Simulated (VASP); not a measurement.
Consider the following.

```
KPbI3
1.0
    6.28241     0.00000     0.00000
    0.00000     6.28241     0.00000
    0.00000     0.00000     6.28241
K Pb I
1 1 3
Direct
  0.00000   0.00000   0.00000
  0.50000   0.50000   0.50000
  0.00000   0.50000   0.50000
  0.50000   0.50000   0.00000
  0.50000   0.00000   0.50000
```

The numbers are results of PBEsol GGA, VASP's PBE PAW potentials (set 64) (plane waves; VASP), not measurements. Numerical set-up: 480 eV cut-off, 4×4×4 Γ-centred mesh, Gaussian smearing of 0.050 eV, potentials K_sv Pb_d I.

Problem. Predict the energy per atom (σ→0).

Solution. 
* **energy per atom (σ→0)**: -2923 meV/atom

The absolute energy has meaning only against runs of the same code, potentials and settings.

The structure was generated: KPbI3 was put into the cubic-perovskite type (Pm-3m), which need not be its known phase. This cell was strained or had an atom moved on purpose.
